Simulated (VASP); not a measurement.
Runs of VASP 6.6.1 on F2. The cell holds a molecule in a box, 2 atoms: a = 10.000 Å, b = 10.500 Å, c = 11.000 Å, α = 90.00°, β = 90.00°, γ = 90.00°. 

```csv
level,potentials or basis,cutoff (eV),smearing,gap on the mesh (eV),largest force (eV/Å)
PBEsol,"VASP PAW PBE potentials, release 64 (F)",700,gaussian 0.02 eV,3.51,0.05
PBEsol,"VASP PAW PBE potentials, release 64 (F)",520,gaussian 0.5 eV,3.51,-
PBEsol,"VASP PAW PBE potentials, release 64 (F)",520,gaussian 0.02 eV,3.51,-
PBEsol,"VASP PAW PBE potentials, release 64 (F_h)",900,gaussian 0.02 eV,3.59,(a)
r2SCAN,"VASP PAW PBE potentials, release 64 (F)",520,gaussian 0.02 eV,(b),0.04
```

Alike in all rows: task single point; no spin polarisation; cell as given; k mesh 1 × 1 × 1.

Question: Fill in the values left out.

Answer: (a) 0.38; (b) 4.50.

Caveats: the PAW data sets were made with another functional, which shifts forces and pressure a little.

